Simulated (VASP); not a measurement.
Input:

```
CELL_PARAMETERS angstrom
      0.00000     2.79673     2.79673
      2.79673     0.00000     2.79673
      2.79673     2.79673     0.00000
ATOMIC_POSITIONS crystal
  Sn 0.00000 0.00000 0.00000
  S  0.25000 0.25000 0.25000
```

These are PBEsol GGA, VASP's PBE PAW potentials (set 64) (plane waves; VASP) values and carry that method's errors. Run with 500 eV cut-off, 11×11×11 Γ-centred mesh, first-order Methfessel-Paxton smearing of 0.10 eV, potentials Sn_d S.

Unless said otherwise, spin-orbit coupling is left out, though it shifts the bands of the heavy elements here.

### Question
What does the run give for the energy per atom (σ→0), pressure, band gap (on the k-mesh) with the smallest direct gap where there is one?

### Answer

* **band gap (on the k-mesh)**: none (metal, semimetal or under 0.01 eV)
* **energy per atom (σ→0)**: -354.4 kJ/mol of atoms
* **pressure**: 30.05 GPa

The structure was generated: SnS was put into the zinc blende type (F-43m), which need not be its known phase. It was relaxed first under an external pressure of 30 GPa.
